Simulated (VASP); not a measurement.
Level of theory: PBEsol GGA, VASP's PBE PAW potentials (set 64) (plane waves; VASP).

A VASP calculation is set up with these files.

**KPOINTS**
```
Automatic mesh
0
Gamma
13 13 13
0 0 0
```

**INCAR**
```
SYSTEM = CdTe
PREC = Accurate
ENCUT = 400
EDIFF = 1E-8
NELM = 100
ALGO = Normal
LREAL = .FALSE.
LASPH = .TRUE.
ISMEAR = 0
SIGMA = 0.01
GGA = PS
LMAXMIX = 4
LWAVE = .FALSE.
LCHARG = .FALSE.
IBRION = 8
NSW = 1
LEPSILON = .TRUE.
```

### POSCAR
```
CdTe
1
    0.0000000000     3.2421477848     3.2421477848
    3.2421477848     0.0000000000     3.2421477848
    3.2421477848     3.2421477848     0.0000000000
Cd Te
1 1
Direct
  1.0000000000   1.0000000000   1.0000000000
  0.2500000000   0.2500000000   0.2500000000
```

POTCAR, in this order: Cd Te (PBE.64 set). Program: vasp_std.

What VASP printed:

**OUTCAR**
```
 ion  position               nearest neighbor table
   1  0.000  0.000  0.000-   2 2.81   2 2.81   2 2.81   2 2.81
   2  0.250  0.250  0.250-   1 2.81   1 2.81   1 2.81   1 2.81
  LATTYP: Found a face centered cubic cell.
 ALAT       =     6.4842955696
 Subroutine PRICEL returns:
 Original cell was already a primitive cell.
 Subroutine GETGRP returns: Found 24 space group operations
The static configuration has the point symmetry T_d .
The dynamic configuration has the point symmetry T_d .
 Subroutine INISYM returns: Found 24 space group operations
 Subroutine IBZKPT returns following result:
 Found     84 irreducible k-points:

 Following reciprocal coordinates:
            Coordinates               Weight
  0.000000  0.000000  0.000000      1.000000
  0.076923  0.000000  0.000000      8.000000
  0.153846  0.000000  0.000000      8.000000
  0.230769  0.000000  0.000000      8.000000
  0.307692  0.000000  0.000000      8.000000
  0.384615  0.000000  0.000000      8.000000
  0.461538  0.000000  0.000000      8.000000
  0.076923  0.076923  0.000000      6.000000
  0.153846  0.076923  0.000000     24.000000
  0.230769  0.076923  0.000000     24.000000
  0.307692  0.076923  0.000000     24.000000
  0.384615  0.076923  0.000000     24.000000
  0.461538  0.076923  0.000000     24.000000
 -0.461538  0.076923  0.000000     24.000000
 -0.384615  0.076923  0.000000     24.000000
 -0.307692  0.076923  0.000000     24.000000
 -0.230769  0.076923  0.000000     24.000000
 -0.153846  0.076923  0.000000     24.000000
 -0.076923  0.076923  0.000000     12.000000
  0.153846  0.153846  0.000000      6.000000
  0.230769  0.153846  0.000000     24.000000
  0.307692  0.153846  0.000000     24.000000
  0.384615  0.153846  0.000000     24.000000
  0.461538  0.153846  0.000000     24.000000
 -0.461538  0.153846  0.000000     24.000000
 -0.384615  0.153846  0.000000     24.000000
 -0.307692  0.153846  0.000000     24.000000
 -0.230769  0.153846  0.000000     24.000000
 -0.153846  0.153846  0.000000     12.000000
  0.230769  0.230769  0.000000      6.000000
  0.307692  0.230769  0.000000     24.000000
  0.384615  0.230769  0.000000     24.000000
  0.461538  0.230769  0.000000     24.000000
 -0.461538  0.230769  0.000000     24.000000
 -0.384615  0.230769  0.000000     24.000000
 -0.307692  0.230769  0.000000     24.000000
 -0.230769  0.230769  0.000000     12.000000
  0.307692  0.307692  0.000000      6.000000
  0.384615  0.307692  0.000000     24.000000
  0.461538  0.307692  0.000000     24.000000
 Subroutine IBZKPT_HF returns following result:
   k-points           NKPTS =     84   k-points in BZ     NKDIM =     84   number of bands    NBANDS=     13
   number of dos      NEDOS =    301   number of ions     NIONS =      2
   total plane-waves  NPLWV =  27000
   dimension x,y,z NGX =    30 NGY =   30 NGZ =   30
   dimension x,y,z NGXF=    60 NGYF=   60 NGZF=   60
   ions per type =               1   1
   PREC   = accura    normal or accurate (medium, high low for compatibility)
   ISTART =      0    job   : 0-new  1-cont  2-samecut
   ICHARG =      2    charge: 1-file 2-atom 10-const
   ISPIN  =      1    spin polarized calculation?
   LNONCOLLINEAR =      F non collinear calculations
   LSORBIT =      F    spin-orbit coupling
   INIWAV =      1    electr: 0-lowe 1-rand  2-diag
   ENCUT  =  400.0 eV  29.40 Ry    5.42 a.u.   7.48  7.48  7.48*2*pi/ulx,y,z
   NELM   =    100;   NELMIN=  2; NELMDL= -5     # of ELM steps
   EDIFF  = 0.1E-07   stopping-criterion for ELM
   LREAL  =      F    real-space projection
   NLSPLINE    = F    spline interpolate recip. space projectors
...
```

### OUTCAR
```


 HEAD OF MICROSCOPIC STATIC DIELECTRIC TENSOR (INDEPENDENT PARTICLE, excluding Hartree and local field effects)
 ------------------------------------------------------
           9.962775     0.000000     0.000000
           0.000000     9.962775    -0.000000
          -0.000000    -0.000000     9.962775
 ------------------------------------------------------

 MACROSCOPIC STATIC DIELECTRIC TENSOR (including local field effects in DFT)
 ------------------------------------------------------
           9.478708     0.000000     0.000000
           0.000000     9.478708     0.000000
           0.000000    -0.000000     9.478708
 ------------------------------------------------------

 PIEZOELECTRIC TENSOR (including local field effects)  for field in x, y, z        (e  Angst)
          XX          YY          ZZ          XY          YZ          ZX
  --------------------------------------------------------------------------------
  x    -0.00000     0.00000    -0.00000     0.00000    -2.59640     0.00000
  y     0.00000     0.00000    -0.00000     0.00000    -0.00000    -2.59640
  z     0.00000    -0.00000     0.00000    -2.59640     0.00000     0.00000

 PIEZOELECTRIC TENSOR (including local field effects)  for field in x, y, z        (C/m^2)
          XX          YY          ZZ          XY          YZ          ZX
  --------------------------------------------------------------------------------
  x    -0.00000     0.00000    -0.00000     0.00000    -0.61031     0.00000
  y     0.00000     0.00000    -0.00000     0.00000    -0.00000    -0.61031
  z     0.00000    -0.00000     0.00000    -0.61031     0.00000     0.00000

 BORN EFFECTIVE CHARGES (including local field effects) (in |e|, cummulative output)
 ---------------------------------------------------------------------------------
 ion    1
    1     2.19078     0.00000    -0.00000
    2     0.00000     2.19078     0.00000
    3     0.00000     0.00000     2.19078
 ion    2
    1    -2.19078    -0.00000     0.00000
    2     0.00000    -2.19078     0.00000
    3    -0.00000     0.00000    -2.19078
```
(Selected blocks of OUTCAR.)

OUTCAR:
```
 val. band max:        2.1968874216   @ k =   0.0000   0.0000   0.0000

 cond. band min:       2.8536197015   @ k =   0.0000   0.0000   0.0000


 Fermi energy:         2.2413309845

 k-point     1 :       0.0000    0.0000    0.0000
  band No.  band energies     occupation
      1      -9.0074      2.00000
      2      -6.0503      2.00000
      3      -6.0503      2.00000
      4      -6.0503      2.00000
      5      -5.7862      2.00000
      6      -5.7862      2.00000
      7       2.1969      2.00000
      8       2.1969      2.00000
      9       2.1969      2.00000
     10       2.8536      0.00000
     11       6.7441      0.00000
     12       6.7441      0.00000
     13       6.7441      0.00000

 k-point     2 :       0.0769    0.0000    0.0000
  band No.  band energies     occupation
      1      -8.9843      2.00000
      2      -6.0459      2.00000
      3      -6.0459      2.00000
      4      -6.0339      2.00000
      5      -5.7866      2.00000
      6      -5.7866      2.00000
      7       1.5263      2.00000
      8       2.1410      2.00000
      9       2.1410      2.00000
     10       3.4013      0.00000
     11       6.6928      0.00000
     12       6.8317      0.00000
     13       6.8317      0.00000

 k-point     3 :       0.1538    0.0000    0.0000
  band No.  band energies     occupation
      1      -8.9199      2.00000
      2      -6.0340      2.00000
      3      -6.0340      2.00000
      4      -5.9817      2.00000
      5      -5.7875      2.00000
      6      -5.7875      2.00000
      7       0.5822      2.00000
      8       1.9959      2.00000
      9       1.9959      2.00000
     10       3.9211      0.00000
     11       6.7866      0.00000
     12       7.0447      0.00000
     13       7.0447      0.00000

 k-point     4 :       0.2308    0.0000    0.0000
  band No.  band energies     occupation
      1      -8.8287      2.00000
      2      -6.0182      2.00000
      3      -6.0182      2.00000
...
```

The dielectric response may not be converged in the k-mesh; for small gaps it tends to come out too large. Unless said otherwise, spin-orbit coupling is left out, though it shifts the bands of the heavy elements here.

The structure comes from a measured CdTe entry (F-43m) of the Crystallography Open Database, whose conditions weren't checked. It was relaxed first.
